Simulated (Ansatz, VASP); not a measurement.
# TaCuN2 in two plane-wave programs

One calculation is typed for both programs; each brings its own data sets. How far apart do they land? The cell is taken from a series of runs on this material, whose earlier steps may have relaxed, scaled, displaced or heated it; both programs get it as it stands.

Method: plane waves, with VASP 6.6.1 beside it; PBEsol, in Ansatz 0.2.0.

## Step 1: Starting point

It takes space group R-3m (No. 166, trigonal). The conventional cell has a = 3.136 Å, b = 3.136 Å, c = 17.438 Å, α = 90.00°, β = 90.00°, γ = 120.00°. Nearest to Ta lie 6 N at 1.99 Å. Cu has 2 N at 2.08 Å nearest. Nearest to N lie 3 Ta at 1.99 Å and 1 Cu at 2.08 Å. Farther neighbours and most contacts between anions are not listed.

As a file:

```xyz
4
Lattice="1.5680 0.9053 5.8127 -1.5680 0.9053 5.8127 0.0000 -1.8106 5.8127" Properties=species:S:1:pos:R:3 pbc="T T T"
Ta    0.0000    0.0000    8.7190
Cu    1.5680    0.9053    5.8127
N     0.0000    0.0000    2.0751
N     0.0000    0.0000   15.3629
```

## Step 2: VASP: single point, PBEsol

With cell and atoms fixed, the geometry can't cause a difference; cores, projectors, grids and the points listed under the comparison can.

Lines of VASP's logs that name or quote its potential files are left out, and so is its time.

The input, INCAR:

```
SYSTEM = TaCuN2
PREC = Accurate
ENCUT = 600
EDIFF = 1E-06
NELM = 120
ISMEAR = 0
SIGMA = 0.1
LREAL = .FALSE.
ALGO = Normal
GGA = PS
NBANDS = 22
LASPH = .TRUE.
LORBIT = 11
LWAVE = .FALSE.
LCHARG = .FALSE.
ISIF = 2
GGA_COMPAT = .FALSE.
EFERMI = MIDGAP
```

The input, POSCAR:

```
TaCuN2
1.0
    1.5680000000      0.9052852221      5.8126666667
   -1.5680000000      0.9052852221      5.8126666667
    0.0000000000     -1.8105704442      5.8126666667
Ta Cu N
1 1 2
Direct
    0.5000000000      0.5000000000      0.5000000000
    1.0000000000      0.0000000000      0.0000000000
    0.1190000000      0.1190000000      0.1190000000
    0.8810000000      0.8810000000      0.8810000000
```

The input, KPOINTS:

```
Automatic mesh
0
Gamma
6 6 6
0 0 0
```

The projector-augmented-wave data sets are Ta_pv, Cu and N (PBE family, release 64).

Launch:

```console
$ mpirun -np 1 vasp_std
```

Numbers of over 12 decimals in the logs are rounded to 6 here.

What it wrote:

```text
[banner, memory and clock lines left out]
running    1 mpi-ranks, on    1 nodes
 distrk:  each k-point on    1 cores,    1 groups
 distr:  one band on    1 cores,    1 groups

 POSCAR found type information on POSCAR TaCuN
 POSCAR found :  3 types and       4 ions
|                                                                             |
|               ----> ADVICE to this user running VASP <----                  |
|                                                                             |
|     You enforced a specific xc type in the INCAR file but a different       |
|     [... a line on the potential file left out ...]
|     I HOPE YOU KNOW WHAT YOU ARE DOING!                                     |
|                                                                             |

 LDA part: xc-table for (Slater+PW92), standard interpolation
 POSCAR, INCAR and KPOINTS ok, starting setup
 FFT: planning ... GRIDC
 FFT: planning ... GRID_SOFT
 FFT: planning ... GRID
 WAVECAR not read
 entering main loop
       N       E                     dE             d eps       ncg     rms          rms(c)
DAV:   1     0.306822297809E+03    0.30682E+03   -0.17867E+04  1432   0.202E+03
DAV:   2    -0.109151507406E+02   -0.31774E+03   -0.29510E+03  1510   0.464E+02
DAV:   3    -0.428403579314E+02   -0.31925E+02   -0.30302E+02  1944   0.144E+02
DAV:   4    -0.440562229770E+02   -0.12159E+01   -0.12103E+01  1678   0.280E+01
DAV:   5    -0.440995860031E+02   -0.43363E-01   -0.43329E-01  1990   0.503E+00    0.406E+01
DAV:   6    -0.417688626537E+02    0.23307E+01   -0.90054E+01  1910   0.162E+02    0.210E+01
DAV:   7    -0.348918084789E+02    0.68771E+01   -0.26250E+01  1690   0.105E+02    0.110E+01
DAV:   8    -0.352176630339E+02   -0.32585E+00   -0.33491E+00  2266   0.358E+01    0.504E+00
DAV:   9    -0.353320003353E+02   -0.11434E+00   -0.42668E+00  1958   0.553E+01    0.451E+00
DAV:  10    -0.349369756214E+02    0.39502E+00   -0.97459E-01  1732   0.331E+01    0.892E-01
DAV:  11    -0.349286960097E+02    0.82796E-02   -0.94368E-02  2168   0.608E+00    0.216E-01
DAV:  12    -0.349292897740E+02   -0.59376E-03   -0.91389E-03  1818   0.759E-01    0.972E-02
DAV:  13    -0.349292635646E+02    0.26209E-04   -0.66840E-04  1808   0.248E-01    0.617E-02
DAV:  14    -0.349292315693E+02    0.31995E-04   -0.59211E-05  2044   0.138E-01    0.285E-02
DAV:  15    -0.349292200231E+02    0.11546E-04   -0.36012E-05  1976   0.183E-01    0.809E-03
DAV:  16    -0.349292196200E+02    0.40311E-06   -0.53543E-06  1460   0.174E-02
   1 F= -.34929220E+02 E0= -.34929220E+02  d E =-.548159E-11
```

OUTCAR, selected parts (step 2):

```text
ion  position               nearest neighbor table
   1  0.500  0.500  0.500-   3 1.99   3 1.99   4 1.99   4 1.99   3 1.99   4 1.99
   2  0.000  0.000  0.000-   3 2.08   4 2.08
   3  0.119  0.119  0.119-   1 1.99   1 1.99   1 1.99   2 2.08
   4  0.881  0.881  0.881-   1 1.99   1 1.99   1 1.99   2 2.08

  LATTYP: Found a trigonal (rhomboedric) cell.
 ALAT       =     6.0881244330
 COS(alpha) =     0.8673353939

 Subroutine GETGRP returns: Found 12 space group operations
 (whereof 12 operations were pure point group operations)

The static configuration has the point symmetry D_3d.

 Found     32 irreducible k-points:

   k-points           NKPTS =     32   k-points in BZ     NKDIM =     32   number of bands    NBANDS=     22

   dimension x,y,z NGX =    50 NGY =   50 NGZ =   50
   dimension x,y,z NGXF=   100 NGYF=  100 NGZF=  100

   ENCUT  =  600.0 eV  44.10 Ry    6.64 a.u.  12.16 12.16 12.16*2*pi/ulx,y,z

   NELECT =      32.0000    total number of electrons

 k-points in reciprocal lattice and weights: Automatic mesh
   0.00000000  0.00000000  0.00000000       0.005
   0.16666667  0.00000000  0.00000000       0.028
   0.33333333  0.00000000  0.00000000       0.028
   0.50000000  0.00000000  0.00000000       0.014
   0.16666667  0.16666667  0.00000000       0.028
   0.33333333  0.16666667 -0.00000000       0.056
   0.50000000  0.16666667  0.00000000       0.056
  -0.33333333  0.16666667 -0.00000000       0.056
  -0.16666667  0.16666667  0.00000000       0.028
[...]
-0.33333333  0.50000000  0.33333333       0.028
   0.50000000  0.50000000  0.50000000       0.005

 average (electrostatic) potential at core
       1 -37.8384       2 -65.3730       3 -63.1143       4 -63.1143

 E-fermi :   5.3255

 k-point     1 :       0.0000    0.0000    0.0000
  band No.  band energies     occupation
    ...
     12       2.9551      2.00000
     13       3.1923      2.00000
     14       3.1923      2.00000
     15       4.4336      2.00000
     16       4.4336      2.00000
     17       6.2359      0.00000
     18       6.4823      0.00000
     19       6.4823      0.00000
     20       9.3089      0.00000
     21      12.6687      0.00000
    ...

 k-point     2 :       0.1667    0.0000    0.0000
  band No.  band energies     occupation
    ...
     12       3.0196      2.00000
     13       3.1301      2.00000
     14       3.1964      2.00000
     15       3.4876      2.00000
     16       3.5232      2.00000
     17       6.4650      0.00000
     18       7.2860      0.00000
     19       7.7130      0.00000
     20       9.4203      0.00000
     21      12.0143      0.00000
    ...

 k-point     3 :       0.3333    0.0000    0.0000
  band No.  band energies     occupation
    ...
     12       2.6635      2.00000
     13       3.2697      2.00000
     14       3.3144      2.00000
     15       3.4834      2.00000
     16       4.2149      2.00000
     17       7.0298      0.00000
     18       7.7793      0.00000
     19       8.5010      0.00000
     20       8.5596      0.00000
     21      11.9482      0.00000
    ...

  Total        8.1389491      8.1389491      1.0624867      0.0000000      0.0000000      0.0000000
  in kB      263.4030225    263.4030226     34.3855462      0.0000000      0.0000000      0.0000000
  external PRESSURE =     187.0638638 kB  Pullay stress =       0.0000000 kB

  energy-cutoff  :      600.00
  volume of cell :       49.51
      direct lattice vectors                 reciprocal lattice vectors
     1.568000000  0.905285222  5.812666667     0.318877551  0.184104040  0.057346026
    -1.568000000  0.905285222  5.812666667    -0.318877551  0.184104040  0.057346026
     0.000000000 -1.810570444  5.812666667     0.000000000 -0.368208080  0.057346026

 POSITION                                       TOTAL-FORCE (eV/Angst)
 -----------------------------------------------------------------------------------
      0.00000      0.00000      8.71900         0.000000     -0.000000     -0.000000
      0.00000      0.00000      0.00000        -0.000000     -0.000000     -0.000000
      0.00000      0.00000      2.07512         0.000000      0.000000     -6.508202
      0.00000      0.00000     15.36288         0.000000     -0.000000      6.508202
 -----------------------------------------------------------------------------------
    total drift:                               -0.000000     -0.000000      0.000000

  FREE ENERGIE OF THE ION-ELECTRON SYSTEM (eV)
  ---------------------------------------------------
  free  energy   TOTEN  =       -34.9292196200 eV

  energy  without entropy=      -34.9292196199  energy(sigma->0) =      -34.92921962

 total charge
# of ion       s       p       d       tot
------------------------------------------
    1        0.380   6.416   2.356   9.152
    2        0.360   0.219   9.213   9.793
    3        1.262   2.566   0.000   3.828
    4        1.262   2.566   0.000   3.828
--------------------------------------------------
tot          3.264  11.768  11.569  26.601

[... 3 further parts left out ...]
```

This run has no spin polarisation, so a moment on Cu, if there is one, isn't seen.

## Step 3: Ansatz: single point, PBEsol

Ansatz runs on its default PAW (the set named soft_2) files.

The same cell, functional, mesh and smearing now go to Ansatz, which takes its cutoff from its data sets.

The input, input.yaml:

```yaml
crystal:
  lattice:
    - [1.568, 0.9052852221, 5.8126666667]
    - [-1.568, 0.9052852221, 5.8126666667]
    - [0.0, -1.8105704442, 5.8126666667]
  atoms:
    - { symbol: Ta, position: [0.5, 0.5, 0.5] }
    - { symbol: Cu, position: [0.0, 0.0, 0.0] }
    - { symbol: "N", position: [0.119, 0.119, 0.119] }
    - { symbol: "N", position: [0.881, 0.881, 0.881] }
kpoints:
  mp_grid: { grid: [6, 6, 6] }
hamiltonian:
  xc: pbesol
scf:
  occupations: { method: gaussian, width: 0.1 }
output:
  forces: true
  stress: true
  eigenvalues: true
```

Launch:

```console
$ ansatz run input.yaml --threads 4 --pin off --max-ram 7168MiB --backend cpu --events-out ev --progress --plain --runs-dir out
```

What it wrote:

```text
basis.fft_grid_basis auto: the FFT boxes are laid along the combinations [[1, 0, -1], [0, 1, -1], [0, 0, 1]] of the cell's own vectors, 3.136, 3.136 and 6.088 Å long. The dense box has 24×24×45 points. Along the cell's own vectors, as sized, it would have 45×45×45, 3.52 times as many. Of the 12 symmetry operations that the crystal satisfies within crystal.symmetry.tolerance (time reversal apart; of a slab, those that [...]
Engine: ansatz 0.2.0, aarch64-unknown-linux-gnu
Pseudopotentials: kind: paw
Pseudopotential: Ta, paw, valence charge 13, recommended cutoff 420 eV (normal), Ta.paw.azcp
Pseudopotential: Cu, paw, valence charge 19, recommended cutoff 420 eV (normal), Cu.paw.azcp
Pseudopotential: N, paw, valence charge 5, recommended cutoff 420 eV (normal), N.paw.azcp
Functional definition: PBEsol
  exchange = pbesol_x
  correlation = pbesol_c
Crystal: 4 atoms, lattice volume = 49.506 Å³
Basis set: ecut = 420 eV, 973 PW (Γ), FFT grids on a1−a3, a2−a3, a3, exchange–correlation on 48×48×90 points (8 copies of the dense FFT grid, shifted against one another)
Bands: 26, of which v1, the nominal top of the filled ones, is band 21 counted from 1 (20 counted from 0)
Symmetry: 12 space group operations
Space group: R-3m (ITA 166), of the structure as read, at distance tolerance 3.7e-5 Å
k-points: 32 of 216
Non-local potential: Ta, projectors of the file, l = 0: 3, l = 1: 2, l = 2: 2, l = 3: 1
Non-local potential: Cu, projectors of the file, l = 0: 3, l = 1: 2, l = 2: 3, l = 3: 1
Non-local potential: N, projectors of the file, l = 0: 2, l = 1: 2, l = 2: 1
PAW form: soft (Blöchl's): semilocal exchange-correlation on the pseudo side does not see the compensation charge
PAW frozen core: Ta, regenerated for the run's functional, and the local potential with it (the file was generated under x = pbe(κ = 0.804, μ = 0.219515), c = pbe(β = 0.066725))
PAW frozen core: Cu, regenerated for the run's functional, and the local potential with it (the file was generated under x = pbe(κ = 0.804, μ = 0.219515), c = pbe(β = 0.066725))
PAW frozen core: N, regenerated for the run's functional, and the local potential with it (the file was generated under x = pbe(κ = 0.804, μ = 0.219515), c = pbe(β = 0.066725))
PAW one-centre angular grid: Ta, 590 points (default); XC on 64 Gauss nodes
PAW one-centre angular grid: Cu, 590 points (default); XC on 64 Gauss nodes
PAW one-centre angular grid: N, 110 points (default); XC on 64 Gauss nodes
Initial density: superposition of atomic densities (neutral atoms: chi_scale 0, normalization atom), corrected by the library's trained network
Initial wavefunctions: pseudopotential atomic-orbital guess
Functional: x = pbesol(κ = 0.804, μ = 0.123457), c = pbesol(β = 0.046)
SCF iter   1: F=—  HF=-17153.153064 eV  |F-HF|=—  |Δ(HF+E_count)|=         —  Δρ=1.67e-2  dr2=1.19e-1  ethr=1.77e-3  ⟨swp⟩=5.4  Hψ=3370  notcnv=0
preconditioner: auto → none  [insulator: Δε(μ)=0.756 eV  Ē_g=8.416 eV  σ=0.100 eV  W_gap=1.00  n_scr=16 (ndim 8)  ℏωp=26.9 eV  f_vac=0.003  D(μ)=0.00/eV (n_scr^D=0)  ε∞_Penn≈11.2]
SCF iter   2: F=—  HF=-17153.130721 eV  |F-HF|=—  |Δ(HF+E_count)|=   2.23e-2  Δρ=4.59e-3  dr2=1.02e-2  ethr=2.84e-4  ⟨swp⟩=2.0  Hψ=1436  notcnv=0  defer=27
SCF iter   3: F=—  HF=-17153.128076 eV  |F-HF|=—  |Δ(HF+E_count)|=   2.65e-3  Δρ=2.61e-3  dr2=2.33e-3  ethr=2.44e-5  ⟨swp⟩=2.0  Hψ=1212  notcnv=0  defer=27
SCF iter   4: F=—  HF=-17153.127667 eV  |F-HF|=—  |Δ(HF+E_count)|=   4.09e-4  Δρ=4.96e-4  dr2=6.05e-5  ethr=5.54e-6  ⟨swp⟩=2.0  Hψ=1104  notcnv=0  defer=27
SCF iter   5: F=—  HF=-17153.127690 eV  |F-HF|=—  |Δ(HF+E_count)|=   2.30e-5  Δρ=4.29e-5  dr2=5.81e-7  ethr=1.44e-7  ⟨swp⟩=2.3  Hψ=1164  notcnv=0  defer=27
SCF iter   6: F=-17153.127690 eV  HF=-17153.127690 eV  |F-HF|=2.82e-9  |Δ(HF+E_count)|=   3.86e-8  Δρ=8.74e-6  dr2=1.96e-8  ethr=2.38e-10  ⟨swp⟩=8.8  Hψ=3732  notcnv=0
SCF 1 converged in 6 iterations: F = -17153.127690 eV  dr2 = 1.96e-8
  greatest PAW one-centre occupation: 1.000 electrons in one spin orbital (limit 2), on the Cu atom at site 1 (counted from 0), in its partial waves of l = 0
SCF converged after 6 iterations
Free energy (F): -17153.127690 eV
Harris-Foulkes:  -17153.127690 eV  (|F-HF|=2.82e-9)
Internal energy: -17153.127690 eV  (E = F + TS)
E sigma→0 (E₀):  -17153.127690 eV
Fermi energy:    13.146432 eV
--- Per-component energies (eV) ---
  E_band       = -573.043559
  E_kinetic    = 933.391697
  E_local      = -6068.932448  (includes V_loc(G=0)·N_el)
  E_nonlocal   = 510.148006
  E_hartree    = 2569.730725
  E_xc         = -424.330602
  E_vxc        = -470.102700  (∫ρ·V_xc dr)
  E_paw        = -10152.048078  (= ΣΔE_a)
  E_vpaw       = -617.008814  (= ΣTr[D̂ρ^β])
  E_aug_tail   = 0.000495  (compensation charges beyond the density's cutoff)
  E_ewald      = -4521.563532
  E_core_change = 0.476046  (= ΣΔE_core)
  E_smearing   = -0.000000  (= −TS)
  E_closure    = -0.000000  (closes the sum)
  Σ components = -17153.127690   (vs F -17153.127690, Δ=0.00e0)
--- Forces (eV/Å), atoms counted from 1 ---
  atom   1  Ta     0.00000000    -0.00000000    -0.00000000
  atom   2  Cu    -0.00000000     0.00000000    -0.00000000
  atom   3  N      0.00000000    -0.00000000    -6.41952208
  atom   4  N      0.00000000     0.00000000     6.41952208
  max |Σ_I F_I| component: 1.78e-15 eV/Å
--- Stress (GPa, compression-positive) ---
       25.182346       0.000000       0.000000
        0.000000      25.182346       0.000000
        0.000000       0.000000       2.530280
  P = ⅓ Tr σ = 17.6317 GPa (176.317 kbar)
--- Band table (eV; the first three rows and the last of 32) ---
  k-point 0: bands = [... 17 lower, 11.0385, 11.0385, 12.2501, 12.2501, 14.0644, 14.3304, 14.3304, 17.1514, ... 1 higher]
  k-point 1: bands = [... 17 lower, 10.9754, 11.0395, 11.3041, 11.3546, 14.2930, 15.1267, 15.5493, 17.2554, ... 1 higher]
  k-point 2: bands = [... 17 lower, 11.1121, 11.1665, 11.3268, 12.0350, 14.8582, 15.6158, 16.3306, 16.3951, ... 1 higher]
  k-point 31: bands = [... 17 lower, 10.8143, 10.8143, 12.7042, 12.7042, 14.2916, 14.2916, 15.3456, 16.7734, ... 1 higher]
```

The column dr2 measures how far the density is from self-consistency, as an energy; F and HF (Harris–Foulkes) agree once it is small.

The run ends at a pressure of 17.63 GPa, with forces up to 6.4 eV/Å.

## Step 4: Comparison

Known differences besides the potentials themselves: the data sets hold 42 valence electrons in Ansatz (on its default PAW (the set named soft_2) files) and 32 in VASP; the cutoff is 420 eV in Ansatz and 600 eV in VASP; Ansatz makes its cores anew for this functional, VASP keeps those of its PBE data sets. Total energies have different zeros and are not compared.

The two programs side by side:

| quantity | Ansatz | VASP | difference |
| --- | --- | --- | --- |
| pressure (GPa) | 17.63 | 18.71 | -1.07 |
| gap on the k mesh (eV) | 0.897 | 0.889 | +0.007 |

Forces (eV/Å; atoms numbered as in POSCAR):

| atom | Ansatz x, y, z | VASP x, y, z |
| --- | --- | --- |
| Ta1 | 0.000, 0.000, 0.000 | 0.000, 0.000, 0.000 |
| Cu2 | 0.000, 0.000, 0.000 | 0.000, 0.000, 0.000 |
| N3 | 0.000, 0.000, -6.420 | 0.000, 0.000, -6.508 |
| N4 | 0.000, 0.000, 6.420 | 0.000, 0.000, 6.508 |

The forces differ by 36 meV/Å r.m.s., which is 1.4 % of the r.m.s. force of 2.657 eV/Å (both taken over all components). A gap on the mesh is an upper bound, since the band edges may lie between its points; neither run holds spin-orbit coupling, which can move the band edges of a compound of Ta.

## Step 5: Other set-ups

Further runs change the set-up of one program: Ansatz's method, potentials or start, or VASP's data sets, cutoff or form of LDA. The table gives Ansatz less VASP for each quantity, since a change that brings one quantity closer may part another.

| run | r.m.s. force difference (meV/Å) | pressure (GPa) | gap on the k mesh (eV) |
| --- | --- | --- | --- |
| as above | 36 | -1.1 | 0.0074 |
| VASP with the data sets Ta_sv_GW, Cu_sv_GW and N and a cutoff of 700 eV | 22 | 0.52 | 0.0024 |

## Step 6: Outcome

```json
{
 "difference in pressure (single point, PBEsol)": "-1.1 GPa"
}
```

What this shows: The difference in pressure is -1.1 GPa (single point, PBEsol), beyond the 1 GPa picked in this series as the mark of a large difference. The data sets hold unlike numbers of valence electrons (42 in Ansatz and 32 in VASP), so part of the differences may come from the potentials. Single point, PBEsol, VASP with the data sets Ta_sv_GW, Cu_sv_GW and N and a cutoff of 700 eV: r.m.s. force difference goes from 36 to 22 meV/Å; the difference in pressure goes from -1.1 to 0.52 GPa; the difference in gap on the k mesh goes from 0.0074 to 0.0024 eV. How closely two codes agree says nothing of how well the functional describes the real material.

[Lines on the potential files, build, host, timing and source positions are cut from VASP's logs without a mark.]

[Logs are printed without paths, hosts, clocks, repeated set-up lines and the standing remarks that a program may print on its own settings, such as how far it seeks lower states.]

[Hosts, paths, dates, database ids (printed as entryN), source tags and the programs' standing remarks are cut or masked in the printed files.]
